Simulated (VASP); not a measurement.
These are PBEsol GGA, VASP's PBE PAW potentials (set 64) (plane waves; VASP 6.6.1) values and carry that method's errors.

The input files of a VASP run:

INCAR:
```
! general
SYSTEM =MnSi
PREC   =Accurate
ENCUT  =400   ! plane-wave cut-off (eV)
LREAL  =.False.
LASPH  =.True.   ! aspherical one-centre terms

! electronic loop
EDIFF  =1E-6   ! SCF stop (eV)
NELM   =100   ! most electronic steps
ALGO   =Normal
LMAXMIX=4

! smearing
ISMEAR =1   ! Methfessel-Paxton
SIGMA  =0.1

! functional
GGA    =PS

! spin
ISPIN  =2
MAGMOM =4*1.2 4*0.0

! ions
IBRION =2   ! conjugate gradients
NSW    =60
ISIF   =3   ! ions, shape and volume
EDIFFG =-0.02   ! ionic stop

! output
LWAVE  =.False.
LCHARG =.False.
LORBIT =10
```

File POSCAR:
```
MnSi
1.0
  4.4697006746   0.0000000000   0.0000000000
  0.0000000000   4.4697006746   0.0000000000
  0.0000000000   0.0000000000   4.4697006746
Mn Si
4 4
Cart
  3.8574037600   2.8471472519   1.6225534227
  1.6225534227   3.8574037600   2.8471472519
  0.6122969146   0.6122969146   0.6122969146
  2.8471472519   1.6225534227   3.8574037600
  0.6916982757   1.5431520616   2.9265486130
  2.9265486130   0.6916982757   1.5431520616
  3.7780023989   3.7780023989   3.7780023989
  1.5431520616   2.9265486130   0.6916982757
```

**KPOINTS**
```
kpoints
0
Gamma
  6 6 6
```

POTCAR, in this order: Mn_pv Si (PBE.64 set). Program: vasp_std.

What VASP printed:

**OSZICAR**
```
       N       E                     dE             d eps       ncg     rms          rms(c)
DAV:   1     0.713603411606E+03    0.71360E+03   -0.31508E+04  4168   0.162E+03
DAV:   2    -0.134316271676E+02   -0.72704E+03   -0.70515E+03  4040   0.504E+02
DAV:   3    -0.740727675077E+02   -0.60641E+02   -0.58603E+02  4808   0.151E+02
DAV:   4    -0.758375739828E+02   -0.17648E+01   -0.17527E+01  4808   0.257E+01
DAV:   5    -0.758716690537E+02   -0.34095E-01   -0.34052E-01  4742   0.392E+00    0.382E+01
DAV:   6    -0.766112515362E+02   -0.73958E+00   -0.22454E+02  5000   0.102E+02    0.296E+01
DAV:   7    -0.664233730764E+02    0.10188E+02   -0.83300E+01  4432   0.635E+01    0.898E+00
DAV:   8    -0.663565623633E+02    0.66811E-01   -0.34893E+00  4274   0.936E+00    0.277E+00
DAV:   9    -0.662982789475E+02    0.58283E-01   -0.30126E-01  4858   0.351E+00    0.127E+00
DAV:  10    -0.662971648140E+02    0.11141E-02   -0.17016E-02  5018   0.863E-01    0.644E-01
DAV:  11    -0.662971204321E+02    0.44382E-04   -0.94276E-03  4916   0.477E-01    0.185E-01
DAV:  12    -0.662971908402E+02   -0.70408E-04   -0.53561E-04  4350   0.142E-01    0.965E-02
DAV:  13    -0.662972011140E+02   -0.10274E-04   -0.77542E-05  4732   0.623E-02    0.462E-02
DAV:  14    -0.662972041242E+02   -0.30101E-05   -0.10187E-05  4242   0.201E-02    0.233E-02
DAV:  15    -0.662972035253E+02    0.59889E-06   -0.19368E-06  2586   0.865E-03
   1 F= -.66297204E+02 E0= -.66296072E+02  d E =-.662972E+02  mag=     3.4431
       N       E                     dE             d eps       ncg     rms          rms(c)
DAV:   1    -0.663989772935E+02   -0.10177E+00   -0.15531E+00  4116   0.125E+01    0.317E+00
DAV:   2    -0.663998729612E+02   -0.89567E-03   -0.21784E+00  4520   0.106E+01    0.289E+00
DAV:   3    -0.662977789704E+02    0.10209E+00   -0.59280E-01  4520   0.567E+00    0.402E-01
DAV:   4    -0.662974657702E+02    0.31320E-03   -0.20933E-02  4424   0.634E-01    0.278E-01
DAV:   5    -0.662968962119E+02    0.56956E-03   -0.16745E-03  4424   0.327E-01    0.979E-02
DAV:   6    -0.662968658952E+02    0.30317E-04   -0.16543E-04  4476   0.652E-02    0.626E-02
DAV:   7    -0.662968618298E+02    0.40655E-05   -0.28842E-05  4638   0.301E-02    0.984E-03
DAV:   8    -0.662968615230E+02    0.30678E-06   -0.13323E-06  2440   0.960E-03
   2 F= -.66296862E+02 E0= -.66296206E+02  d E =0.342002E-03  mag=     3.3465
       N       E                     dE             d eps       ncg     rms          rms(c)
DAV:   1    -0.663293244325E+02   -0.32463E-01   -0.47144E-01  4126   0.693E+00    0.174E+00
DAV:   2    -0.663311944040E+02   -0.18700E-02   -0.68775E-01  4574   0.593E+00    0.163E+00
DAV:   3    -0.662983047815E+02    0.32890E-01   -0.18673E-01  4574   0.314E+00    0.213E-01
DAV:   4    -0.662982457091E+02    0.59072E-04   -0.65081E-03  4720   0.356E-01    0.160E-01
DAV:   5    -0.662980503724E+02    0.19534E-03   -0.57021E-04  4368   0.189E-01    0.496E-02
DAV:   6    -0.662980364230E+02    0.13949E-04   -0.58618E-05  4834   0.410E-02    0.318E-02
DAV:   7    -0.662980338850E+02    0.25380E-05   -0.10331E-05  3960   0.179E-02    0.479E-03
DAV:   8    -0.662980340370E+02   -0.15198E-06   -0.74018E-07  2114   0.557E-03
   3 F= -.66298034E+02 E0= -.66297133E+02  d E =-.830512E-03  mag=     3.3970
       N       E                     dE             d eps       ncg     rms          rms(c)
DAV:   1    -0.662980414843E+02   -0.75994E-05   -0.12298E-04  4134   0.113E-01    0.282E-02
DAV:   2    -0.662980412540E+02    0.23037E-06   -0.17667E-04  4588   0.954E-02    0.262E-02
DAV:   3    -0.662980333588E+02    0.78952E-05   -0.47801E-05  4594   0.504E-02    0.365E-03
DAV:   4    -0.662980334891E+02   -0.13034E-06   -0.15499E-06  2376   0.565E-03
   4 F= -.66298033E+02 E0= -.66297128E+02  d E =-.829964E-03  mag=     3.3980
       N       E                     dE             d eps       ncg     rms          rms(c)
DAV:   1    -0.662970923318E+02    0.94103E-03   -0.56172E-02  5282   0.534E+00    0.963E-02
DAV:   2    -0.662981902265E+02   -0.10979E-02   -0.10875E-02  4084   0.698E-01    0.509E-02
DAV:   3    -0.662982119137E+02   -0.21687E-04   -0.26672E-04  5448   0.112E-01    0.307E-02
DAV:   4    -0.662982077820E+02    0.41318E-05   -0.13938E-05  3764   0.334E-02    0.213E-02
DAV:   5    -0.662982053961E+02    0.23858E-05   -0.43913E-06  3262   0.350E-02    0.543E-03
DAV:   6    -0.662982054852E+02   -0.89032E-07   -0.16656E-06  2542   0.999E-03
   5 F= -.66298205E+02 E0= -.66297309E+02  d E =-.171996E-03  mag=     3.3959
```

OUTCAR:
```
------------------------ aborting loop because EDIFF is reached ----------------------------------------
  FORCE on cell =-STRESS in cart. coord.  units (eV):
  Direction    XX          YY          ZZ          XY          YZ          ZX
  --------------------------------------------------------------------------------------
  Total       -0.0061891     -0.0061891     -0.0061891      0.0000000     -0.0000000      0.0000000
  in kB       -0.1114459     -0.1114459     -0.1114459      0.0000000     -0.0000000      0.0000000
  external PRESSURE =      -0.1114459 kB  Pullay stress =       0.0000000 kB
  volume of cell :       88.98
      direct lattice vectors                 reciprocal lattice vectors
     4.464349824  0.000000000  0.000000000     0.223996783 -0.000000000  0.000000000
     0.000000000  4.464349824 -0.000000000    -0.000000000  0.223996783 -0.000000000
    -0.000000000  0.000000000  4.464349824    -0.000000000  0.000000000  0.223996783
 POSITION                                       TOTAL-FORCE (eV/Angst)
 -----------------------------------------------------------------------------------
      3.85163      2.84489      1.61946        -0.005347      0.005347     -0.005347
      1.61946      3.85163      2.84489        -0.005347     -0.005347      0.005347
      0.61271      0.61271      0.61271         0.005347      0.005347      0.005347
      2.84489      1.61946      3.85163         0.005347     -0.005347     -0.005347
      0.68994      1.54224      2.92211        -0.003857      0.003857     -0.003857
      2.92211      0.68994      1.54224        -0.003857     -0.003857      0.003857
      3.77441      3.77441      3.77441         0.003857      0.003857      0.003857
      1.54224      2.92211      0.68994         0.003857     -0.003857     -0.003857
 -----------------------------------------------------------------------------------
    total drift:                                0.000000      0.000002      0.000000
  FREE ENERGIE OF THE ION-ELECTRON SYSTEM (eV)
  ---------------------------------------------------
  free  energy   TOTEN  =       -66.2982054852 eV

  energy  without entropy=      -66.2955167028  energy(sigma->0) =      -66.29730922

 total charge

# of ion       s       p       d       tot
------------------------------------------
    1        0.350   6.416   5.338  12.103
    2        0.350   6.416   5.338  12.103
    3        0.350   6.416   5.338  12.103
    4        0.350   6.416   5.338  12.103
    5        0.745   0.926   0.000   1.670
    6        0.745   0.926   0.000   1.670
    7        0.745   0.926   0.000   1.670
    8        0.745   0.926   0.000   1.670
--------------------------------------------------
tot          4.377  29.365  21.351  55.093

 magnetization (x)

# of ion       s       p       d       tot
------------------------------------------
    1        0.000   0.005   0.889   0.894
    2        0.000   0.005   0.889   0.894
    3        0.000   0.005   0.889   0.894
    4        0.000   0.005   0.889   0.894
    5       -0.011  -0.028   0.000  -0.039
    6       -0.011  -0.028   0.000  -0.039
    7       -0.011  -0.028   0.000  -0.039
    8       -0.011  -0.028   0.000  -0.039
--------------------------------------------------
tot         -0.042  -0.095   3.556   3.419

 reached required accuracy - stopping structural energy minimisation
```
(Selected blocks of OUTCAR.)

CONTCAR:
```
MnSi
   1.00000000000000
     4.4643498244189166    0.0000000000000000    0.0000000000000000
     0.0000000000000000    4.4643498244189166   -0.0000000000000000
    -0.0000000000000000    0.0000000000000000    4.4643498244189166
  Mn              Si
     4     4
Direct
     0.8627538164712134    0.6372461835287866    0.3627538164712135
     0.3627538164712135    0.8627538164712134    0.6372461835287866
     0.1372461835287865    0.1372461835287865    0.1372461835287865
     0.6372461835287866    0.3627538164712135    0.8627538164712134
     0.1545435135915725    0.3454564864084275    0.6545435135915725
     0.6545435135915725    0.1545435135915725    0.3454564864084275
     0.8454564864084275    0.8454564864084275    0.8454564864084275
     0.3454564864084275    0.6545435135915725    0.1545435135915725
```

The moments were started parallel, and other spin orders were not tried in this run.

The compound is MnSi in the B20 structure. This run relaxes it. Symmetry was kept, so distortions that lower it aren't found. The start is the result of an earlier pass.
